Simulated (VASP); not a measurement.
# AlCr2C: the relaxed cell at several levels of theory, part 2 of 2

Which functional gives which lattice for AlCr2C? The starting structure is a computed structure from the Materials Project. The first relaxation on each setting starts from this cell expanded by 3 % in volume.

VASP 6.6.1.

Results so far: PBEsol 10.78 Å³ an atom; LDA 10.53 Å³ an atom.

### 4. Relaxation with PBE

Level of this step: PBE, spin-polarised from an antiferromagnetic start; plane waves and PAW (Cr_pv, Al, C) (VASP).

PBE, the usual starting point, adds the gradient of the density.

File INCAR:

```
SYSTEM = AlCr2C
PREC = Accurate
ENCUT = 520
EDIFF = 1E-06
NELM = 100
ISMEAR = 1
SIGMA = 0.15
LREAL = .FALSE.
ALGO = Normal
GGA = PE
NBANDS = 43
ISPIN = 2
MAGMOM = 3 -3 3 -3 0 0 0 0
LASPH = .TRUE.
LMAXMIX = 4
LORBIT = 11
LWAVE = .FALSE.
LCHARG = .FALSE.
KPAR = 8
IBRION = 2
NSW = 50
ISIF = 3
EDIFFG = -0.006
```

File POSCAR:

```
AlCr2C
1.0
    2.8530741815      0.0000000000      0.0000000000
   -1.4265370907      2.4708347201      0.0000000000
    0.0000000000      0.0000000000     12.7261478707
Cr Al C
4 2 2
Direct
    0.3333333333      0.6666666667      0.0850588400
    0.6666666667      0.3333333333      0.5850588400
    0.6666666667      0.3333333333      0.9149411600
    0.3333333333      0.6666666667      0.4149411600
    0.3333333333      0.6666666667      0.7500000000
    0.6666666667      0.3333333333      0.2500000000
    0.0000000000      0.0000000000      0.0000000000
    0.0000000000      0.0000000000      0.5000000000
```

File KPOINTS:

```
Automatic mesh
0
Gamma
12 12 4
0 0 0
```

PAW data sets: Cr_pv, Al and C (PBE family, release 64).

Started as:

```
$ mpirun -np 8 vasp_std
```

What it wrote:

```text
[banner, memory and clock lines left out]
running    8 mpi-ranks, on    1 nodes
[...]
[... a notice as in an earlier step ...]

 LDA part: xc-table for (Slater+PW92), standard interpolation
 POSCAR, INCAR and KPOINTS ok, starting setup
[...]
entering main loop
       N       E                     dE             d eps       ncg     rms          rms(c)
DAV:   1     0.739056665045E+03    0.73906E+03   -0.33210E+04  9820   0.161E+03
DAV:   2    -0.146153720178E+02   -0.75367E+03   -0.72272E+03  9819   0.491E+02
DAV:   3    -0.756761671391E+02   -0.61061E+02   -0.58649E+02 12653   0.141E+02
DAV:   4    -0.777585951355E+02   -0.20824E+01   -0.20576E+01 12069   0.240E+01
[...]
DAV:  16    -0.654713527177E+02    0.13352E-04   -0.10518E-04 12737   0.678E-02    0.210E-02
DAV:  17    -0.654713540733E+02   -0.13556E-05   -0.12191E-05 13181   0.217E-02    0.865E-03
DAV:  18    -0.654713540955E+02   -0.22244E-07   -0.13774E-06  6259   0.621E-03
   1 F= -.65471354E+02 E0= -.65473052E+02  d E =-.654714E+02  mag=     0.0000
[... from here on, the cycles between the ionic steps are left out ...]
   2 F= -.65451644E+02 E0= -.65453250E+02  d E =0.197102E-01  mag=     0.0000
   3 F= -.65485292E+02 E0= -.65486940E+02  d E =-.139384E-01  mag=    -0.0000
   4 F= -.65485284E+02 E0= -.65486932E+02  d E =-.139300E-01  mag=     0.0000
   5 F= -.65485453E+02 E0= -.65487107E+02  d E =-.168736E-03  mag=    -0.0000
   6 F= -.65485468E+02 E0= -.65487125E+02  d E =-.184158E-03  mag=     0.0000
   7 F= -.65485430E+02 E0= -.65487082E+02  d E =0.382693E-04  mag=     0.0000
   8 F= -.65485476E+02 E0= -.65487131E+02  d E =-.803604E-05  mag=     0.0000
[...]
reached required accuracy - stopping structural energy minimisation
```

Elapsed: 8.8 min, on 8 MPI ranks of Intel Xeon Platinum 8259CL at 2.50GHz (Skylake/Cascade Lake), shared host; peak memory 4 GiB; 64 min of CPU time.

Parts of OUTCAR (step 4):

```text
  Total        0.0123901      0.0123901      0.0165557      0.0000000      0.0000000      0.0000000
  in kB        0.2237992      0.2237992      0.2990416      0.0000000      0.0000000      0.0000000
  external PRESSURE =       0.2488800 kB  Pullay stress =       0.0000000 kB

 POSITION                                       TOTAL-FORCE (eV/Angst)
 -----------------------------------------------------------------------------------
     -0.00000      1.64106      1.07093        -0.000000      0.000000     -0.002200
      1.42120      0.82053      7.40957        -0.000000      0.000000     -0.002200
      1.42120      0.82053     11.60635         0.000000     -0.000000      0.002200
     -0.00000      1.64106      5.26771         0.000000     -0.000000      0.002200
     -0.00000      1.64106      9.50796         0.000000     -0.000000      0.000000
      1.42120      0.82053      3.16932         0.000000      0.000000      0.000000
      0.00000     -0.00000      0.00000         0.000000     -0.000000      0.000000
      0.00000     -0.00000      6.33864         0.000000     -0.000000      0.000000
 -----------------------------------------------------------------------------------
    total drift:                               -0.000000      0.000000     -0.000000

  FREE ENERGIE OF THE ION-ELECTRON SYSTEM (eV)
  ---------------------------------------------------
  free  energy   TOTEN  =       -65.4854762489 eV

  energy  without entropy=      -65.4904413383  energy(sigma->0) =      -65.48713128

 magnetization (x)
# of ion       s       p       d       tot
------------------------------------------
    1       -0.000  -0.000   0.000   0.000
    2        0.000   0.000  -0.000  -0.000
    3       -0.000  -0.000   0.000   0.000
    4        0.000   0.000  -0.000  -0.000
    5        0.000   0.000   0.000   0.000
    6        0.000   0.000   0.000   0.000
    7        0.000  -0.000   0.000  -0.000
    8       -0.000   0.000   0.000   0.000
--------------------------------------------------
tot          0.000   0.000   0.000   0.000

[... 2 parts as in an earlier step ...]

[... 2 further parts left out ...]
[key lines of the parts left out:]
E-fermi :   9.9379
```

With PBE the relaxed cell holds 11.088 Å³ an atom, +1.84 % against the starting cell, with a = 2.842 Å and c = 12.677 Å. That is +2.84 % from PBEsol.

### 5. Relaxation with PBEsol + D3(BJ)

D3 with Becke-Johnson damping keeps a finite attraction at short range. This run starts from the cell of an earlier relaxation, which isn't shown; the restart sets up the plane waves anew.

Changes to INCAR since step 4:

```diff
@@ -9,3 +9,4 @@
 ALGO = Normal
-GGA = PE
+GGA = PS
+IVDW = 12
 NBANDS = 43
```

File POSCAR:

```
AlCr2C
1.0
    2.7902616152      0.0000000000      0.0000000000
   -1.3951308076      2.4164374420      0.0000000000
    0.0000000000      0.0000000000     12.4743688460
Cr Al C
4 2 2
Direct
    0.3333333333      0.6666666667      0.0854512723
    0.6666666667      0.3333333333      0.5854512723
    0.6666666667      0.3333333333      0.9145487277
    0.3333333333      0.6666666667      0.4145487277
    0.3333333333      0.6666666667      0.7500000000
    0.6666666667      0.3333333333      0.2500000000
    0.0000000000      0.0000000000      0.0000000000
    0.0000000000      0.0000000000      0.5000000000
```

KPOINTS is that of step 4.

Started as:

```
$ mpirun -np 8 vasp_std
```

What it wrote:

```text
[banner, memory and clock lines left out]
running    8 mpi-ranks, on    1 nodes
[...]
[... a notice as in an earlier step ...]

 [... a notice as in an earlier step ...]

 LDA part: xc-table for (Slater+PW92), standard interpolation
 POSCAR, INCAR and KPOINTS ok, starting setup
[...]
entering main loop
       N       E                     dE             d eps       ncg     rms          rms(c)
DAV:   1     0.753198333222E+03    0.75320E+03   -0.33165E+04  9836   0.163E+03
DAV:   2    -0.180801408606E+02   -0.77128E+03   -0.73812E+03  9830   0.500E+02
DAV:   3    -0.801728202795E+02   -0.62093E+02   -0.59566E+02 12226   0.145E+02
DAV:   4    -0.823305463460E+02   -0.21577E+01   -0.21322E+01 11997   0.253E+01
[...]
DAV:  15    -0.702190999082E+02    0.99442E-05   -0.32697E-04 14121   0.964E-02    0.491E-02
DAV:  16    -0.702190936537E+02    0.62544E-05   -0.77213E-05 12662   0.424E-02    0.165E-02
DAV:  17    -0.702190927209E+02    0.93286E-06   -0.68928E-06 10705   0.159E-02
[...]
DAV:   4    -0.702154506653E+02    0.30603E-04   -0.26606E-04 10345   0.813E-02    0.178E-02
DAV:   5    -0.702154453871E+02    0.52782E-05   -0.12956E-05 11964   0.212E-02    0.953E-03
DAV:   6    -0.702154449112E+02    0.47590E-06   -0.22551E-06  8340   0.887E-03
   2 F= -.73061273E+02 E0= -.73062486E+02  d E =0.353316E-04  mag=     0.0000
 trial-energy change:    0.000035  1 .order    0.000034   -0.000090    0.000158
 step:   0.3625(harm=  0.3625)  dis= 0.00003  next Energy=   -73.061324 (dE=-0.163E-04)
[...]
N       E                     dE             d eps       ncg     rms          rms(c)
DAV:   1    -0.702184566917E+02   -0.30113E-02   -0.11015E-02 10931   0.100E+00    0.251E-01
DAV:   2    -0.702181974089E+02    0.25928E-03   -0.77456E-03 12286   0.661E-01    0.152E-01
DAV:   3    -0.702178143943E+02    0.38301E-03   -0.17996E-03 12272   0.322E-01    0.391E-02
DAV:   4    -0.702178001619E+02    0.14232E-04   -0.10678E-04 10285   0.517E-02    0.113E-02
DAV:   5    -0.702177978641E+02    0.22978E-05   -0.52973E-06 11380   0.136E-02    0.596E-03
DAV:   6    -0.702177973019E+02    0.56215E-06   -0.83144E-07  5617   0.571E-03
   3 F= -.73061321E+02 E0= -.73062541E+02  d E =-.129526E-04  mag=    -0.0000
[...]
reached required accuracy - stopping structural energy minimisation
```

It took 3.6 min on 8 MPI ranks; peak memory 3.8 GiB.

From OUTCAR (step 5):

```text
 Edisp (eV)   -2.84583

 Edisp (eV)   -2.84352

  Total      -0.00084    -0.00084     0.01351    -0.00000    -0.00000     0.00000
  in kB      -0.01598    -0.01598     0.25747    -0.00000    -0.00000     0.00000
  external pressure =        0.08 kB  Pullay stress =        0.00 kB

 POSITION                                       TOTAL-FORCE (eV/Angst)
 -----------------------------------------------------------------------------------
     -0.00000      1.61069      1.06578        -0.000000     -0.000000      0.005130
      1.39490      0.80535      7.30218        -0.000000      0.000000      0.005130
      1.39490      0.80535     11.40701         0.000000      0.000000     -0.005130
     -0.00000      1.61069      5.17061         0.000000     -0.000000     -0.005130
     -0.00000      1.61069      9.35460        -0.000000     -0.000000     -0.000000
      1.39490      0.80535      3.11820         0.000000     -0.000000     -0.000000
     -0.00000      0.00000      0.00000         0.000000     -0.000000     -0.000000
     -0.00000      0.00000      6.23640         0.000000     -0.000000     -0.000000
 -----------------------------------------------------------------------------------
    total drift:                               -0.000000      0.000000     -0.000000

  FREE ENERGIE OF THE ION-ELECTRON SYSTEM (eV)
  ---------------------------------------------------
  free  energy   TOTEN  =       -73.0613210096 eV

  energy  without entropy=      -73.0649819173  energy(sigma->0) =      -73.06254131

 magnetization (x)
# of ion       s       p       d       tot
------------------------------------------
    1       -0.000  -0.000  -0.000  -0.000
    2        0.000   0.000   0.000   0.000
    3       -0.000  -0.000  -0.000  -0.000
    4        0.000   0.000   0.000   0.000
    5        0.000   0.000   0.000   0.000
    6        0.000   0.000   0.000   0.000
    7        0.000   0.000   0.000   0.000
    8       -0.000  -0.000   0.000  -0.000
--------------------------------------------------
tot          0.000   0.000   0.000   0.000

[... 2 parts as in an earlier step ...]

[... 2 further parts left out ...]
[key lines of the parts left out:]
E-fermi :  10.5169
```

With PBEsol + D3(BJ) the relaxed cell holds 10.509 Å³ an atom, -3.48 % against the starting cell, with a = 2.790 Å and c = 12.473 Å. That is -2.53 % from PBEsol.

### 6. Relaxation with r2SCAN

r2SCAN adds the kinetic-energy density, costs more than a GGA and is run with LASPH. This run starts from the cell of an earlier relaxation, which isn't shown and was stopped at its time limit.

Changes to INCAR since step 5:

```diff
@@ -9,4 +9,4 @@
 ALGO = Normal
-GGA = PS
-IVDW = 12
+METAGGA = R2SCAN
+LASPH = .TRUE.
 NBANDS = 43
@@ -14,3 +14,2 @@
 MAGMOM = 3 -3 3 -3 0 0 0 0
-LASPH = .TRUE.
 LMAXMIX = 4
```

File POSCAR:

```
AlCr2C
1.0
    2.8305893828      0.0000000000      0.0000000000
   -1.4152946914      2.4513623133      0.0000000000
    0.0000000000      0.0000000000     12.8991259825
Cr Al C
4 2 2
Direct
    0.3333333333      0.6666666667      0.0876420273
    0.6666666667      0.3333333333      0.5876420273
    0.6666666667      0.3333333333      0.9123579727
    0.3333333333      0.6666666667      0.4123579727
    0.3333333333      0.6666666667      0.7500000000
    0.6666666667      0.3333333333      0.2500000000
    0.0000000000      0.0000000000      0.0000000000
    0.0000000000      0.0000000000      0.5000000000
```

KPOINTS is that of step 5.

Started as:

```
$ mpirun -np 8 vasp_std
```

What it wrote:

```text
[banner, memory and clock lines left out]
running    8 mpi-ranks, on    1 nodes
[...]
[... a notice as in an earlier step ...]

 [... a notice as in an earlier step ...]

 LDA part: xc-table for (None), standard interpolation
 POSCAR, INCAR and KPOINTS ok, starting setup
[...]
entering main loop
       N       E                     dE             d eps       ncg     rms          rms(c)
DAV:   1     0.731187521713E+03    0.73119E+03   -0.34307E+04  9820   0.167E+03
DAV:   2    -0.527897969706E+02   -0.78398E+03   -0.75296E+03  9819   0.510E+02
DAV:   3    -0.115172881148E+03   -0.62383E+02   -0.59756E+02 12671   0.147E+02
DAV:   4    -0.117427622441E+03   -0.22547E+01   -0.22276E+01 11800   0.258E+01
[...]
DAV:  20    -0.939637726669E+02   -0.37791E-05   -0.44753E-06 11831   0.114E-02    0.432E-03
DAV:  21    -0.939637712881E+02    0.13788E-05   -0.95124E-07  6271   0.619E-03    0.132E-03
DAV:  22    -0.939637720704E+02   -0.78226E-06   -0.42687E-07  5816   0.323E-03
   1 F= -.93963772E+02 E0= -.93963835E+02  d E =-.939638E+02  mag=     0.0000
[...]
N       E                     dE             d eps       ncg     rms          rms(c)
DAV:   1    -0.939631040471E+02    0.66724E-03   -0.43814E-02 12973   0.390E+00    0.880E-02
DAV:   2    -0.939637419056E+02   -0.63786E-03   -0.63760E-03 10049   0.526E-01    0.801E-02
DAV:   3    -0.939638177116E+02   -0.75806E-04   -0.19601E-04 14060   0.757E-02    0.367E-02
DAV:   4    -0.939638291241E+02   -0.11412E-04   -0.13838E-05 13948   0.300E-02    0.192E-02
DAV:   5    -0.939638341979E+02   -0.50738E-05   -0.44661E-06 10918   0.173E-02    0.108E-02
DAV:   6    -0.939638382894E+02   -0.40915E-05   -0.10844E-06  5975   0.682E-03    0.713E-03
DAV:   7    -0.939638436845E+02   -0.53951E-05   -0.15031E-06  7531   0.682E-03    0.483E-03
DAV:   8    -0.939638451092E+02   -0.14247E-05   -0.11407E-06  5936   0.500E-03    0.319E-03
DAV:   9    -0.939638452833E+02   -0.17411E-06   -0.15086E-06  7242   0.655E-03
   2 F= -.93963845E+02 E0= -.93963933E+02  d E =-.732129E-04  mag=     0.0000
 trial-energy change:   -0.000073  1 .order   -0.000068   -0.000141    0.000006
 step:   0.9653(harm=  0.9576)  dis= 0.00124  next Energy=   -93.963845 (dE=-0.733E-04)
 reached required accuracy - stopping structural energy minimisation
```

Elapsed: 11 min, on 8 MPI ranks; peak memory 4 GiB; 76 min of CPU time.

OUTCAR, selected parts (step 6):

```text
  Total        0.0263066      0.0263066      0.0460537      0.0000000      0.0000000      0.0000000
  in kB        0.4709530      0.4709530      0.8244751      0.0000000      0.0000000      0.0000000
  external PRESSURE =       0.5887937 kB  Pullay stress =       0.0000000 kB

 POSITION                                       TOTAL-FORCE (eV/Angst)
 -----------------------------------------------------------------------------------
     -0.00000      1.63409      1.12930         0.000000      0.000000      0.000945
      1.41517      0.81705      7.57933        -0.000000      0.000000      0.000945
      1.41517      0.81705     11.77077        -0.000000      0.000000     -0.000945
     -0.00000      1.63409      5.32073         0.000000     -0.000000     -0.000945
     -0.00000      1.63409      9.67505        -0.000000     -0.000000     -0.000000
      1.41517      0.81705      3.22502         0.000000      0.000000      0.000000
      1.41517      2.45114     -0.00000         0.000000     -0.000000      0.000000
      1.41517      2.45114      6.45003         0.000000     -0.000000      0.000000
 -----------------------------------------------------------------------------------
    total drift:                               -0.000000      0.000000     -0.000000

  FREE ENERGIE OF THE ION-ELECTRON SYSTEM (eV)
  ---------------------------------------------------
  free  energy   TOTEN  =       -93.9638452833 eV

  energy  without entropy=      -93.9641083514  energy(sigma->0) =      -93.96393297

 magnetization (x)
# of ion       s       p       d       tot
------------------------------------------
    1        0.019   0.006   1.497   1.522
    2       -0.019  -0.006  -1.497  -1.522
    3        0.019   0.006   1.497   1.522
    4       -0.019  -0.006  -1.497  -1.522
    5        0.000   0.000   0.000   0.000
    6        0.000   0.000   0.000   0.000
    7       -0.022  -0.153   0.000  -0.175
    8        0.022   0.153   0.000   0.175
--------------------------------------------------
tot         -0.000  -0.000   0.000   0.000

[... 2 parts as in an earlier step ...]

[... 2 further parts left out ...]
[key lines of the parts left out:]
E-fermi :   9.8230
```

With r2SCAN the relaxed cell holds 11.187 Å³ an atom, +2.75 % against the starting cell, with a = 2.830 Å and c = 12.900 Å. That is +3.76 % from PBEsol.

### 7. Relaxation with r2SCAN + rVV10

rVV10 adds a nonlocal correlation energy for dispersion.

Changes to INCAR since step 6:

```diff
@@ -10,2 +10,6 @@
 METAGGA = R2SCAN
+LUSE_VDW = .TRUE.
+IVDW_NL = 2
+BPARAM = 11.95
+CPARAM = 0.0093
 LASPH = .TRUE.
```

File POSCAR:

```
AlCr2C
1.0
    2.8530741815      0.0000000000      0.0000000000
   -1.4265370907      2.4708347201      0.0000000000
    0.0000000000      0.0000000000     12.7261478707
Cr Al C
4 2 2
Direct
    0.3333333333      0.6666666667      0.0850588400
    0.6666666667      0.3333333333      0.5850588400
    0.6666666667      0.3333333333      0.9149411600
    0.3333333333      0.6666666667      0.4149411600
    0.3333333333      0.6666666667      0.7500000000
    0.6666666667      0.3333333333      0.2500000000
    0.0000000000      0.0000000000      0.0000000000
    0.0000000000      0.0000000000      0.5000000000
```

KPOINTS is that of step 6.

Started as:

```
$ mpirun -np 8 vasp_std
```

What it wrote:

```text
[banner, memory and clock lines left out]
running    8 mpi-ranks, on    1 nodes
[...]
[... a notice as in an earlier step ...]

|                                                                             |
|               ----> ADVICE to this user running VASP <----                  |
|                                                                             |
|     You have switched on vdW-DFT.                                           |
|     This routine was written and supplied by Jiri Klimes. We recommend      |
|     that you carefully read and cite the following publications:            |
|       J. Klimes, D.R. Bowler, A. Michelides                                 |
|          J. Phys.: Cond Matt. 22 022201 (2010)                              |
|       J. Klimes, D.R. Bowler, A. Michelides                                 |
|          Phys. Rev. B. 83, 195131 (2011)                                    |
|     and references therein.                                                 |
[...]
hard stop encountered!  aborting job ...
|                                                                             |
|           W    W    AA    RRRRR   N    N  II  N    N   GGGG   !!!           |
|           W    W   A  A   R    R  NN   N  II  NN   N  G    G  !!!           |
|           W    W  A    A  R    R  N N  N  II  N N  N  G       !!!           |
|           W WW W  AAAAAA  RRRRR   N  N N  II  N  N N  G  GGG   !            |
|           WW  WW  A    A  R   R   N   NN  II  N   NN  G    G                |
|           W    W  A    A  R    R  N    N  II  N    N   GGGG   !!!           |
|                                                                             |
|     The electronic self-consistency was not achieved in the given           |
|     number of steps (NELM). The forces and other quantities evaluated       |
|     might not be reliable so examine the results carefully. If you find     |
|     spurious results, we suggest increasing NELM, if you were close to      |
|     convergence or switching to a different ALGO or adjusting the           |
|     density mixing parameters otherwise.                                    |
|                                                                             |

 soft stop encountered!  aborting job ...
```

Run time: 3 min. Hardware: 8 MPI ranks.

The run was stopped at its time limit.

### 8. Comparison

| level | ended | volume (Å³/atom) | against the starting cell (%) | a (Å) | c (Å) | pressure left (GPa) | core minutes |
| --- | --- | --- | --- | --- | --- | --- | --- |
| PBEsol | converged | 10.782 | -0.97 | 2.8143 | 12.575 | -0.02 | 77.5 |
| LDA | converged | 10.533 | -3.25 | 2.7946 | 12.4585 | 0.0 | 94.7 |
| PBE | converged | 11.088 | 1.84 | 2.8424 | 12.6773 | 0.02 | 70.1 |
| PBEsol + D3(BJ) | converged | 10.509 | -3.48 | 2.7898 | 12.4728 | 0.01 | 94.2 |
| r2SCAN | converged | 11.187 | 2.75 | 2.8303 | 12.9001 | 0.06 | 294.0 |
| r2SCAN + rVV10 | cut off by time | - | - | - | - | - | 23.6 |

Core minutes are wall time times ranks, summed over the relaxations behind a row (those for a bulk modulus apart), on shared hosts.

### 9. Results

```yaml
volume_pbesol: 10.78 Å³/atom
volume_lda: 10.53 Å³/atom
volume_pbe: 11.09 Å³/atom
volume_pbesol_d3_bj: 10.51 Å³/atom
volume_r2scan: 11.19 Å³/atom
```

What this shows: Across 5 levels the volume of AlCr2C spans 6.5 %, from 10.51 Å³ an atom (PBEsol + D3(BJ)) to 11.19 Å³ (r2SCAN). Adding D3(BJ) to PBEsol changes the volume by -2.5 %. The largest site moment differs between levels, from 0.00 to 1.52 μB, which bears on the volume too. All runs keep the symmetry of the start, so they can't find a distortion of lower symmetry. No result to use came from r2SCAN + rVV10. Further runs on this material are not shown.

[Lines on the potential files, build, host, timing and source positions are cut from VASP's logs without a mark.]

[Logs are printed without paths, hosts, clocks, repeated set-up lines and the standing remarks that a program may print on its own settings, such as how far it seeks lower states.]

[Hosts, paths, dates, database ids (printed as entryN), source tags and the programs' standing remarks are cut or masked in the printed files.]
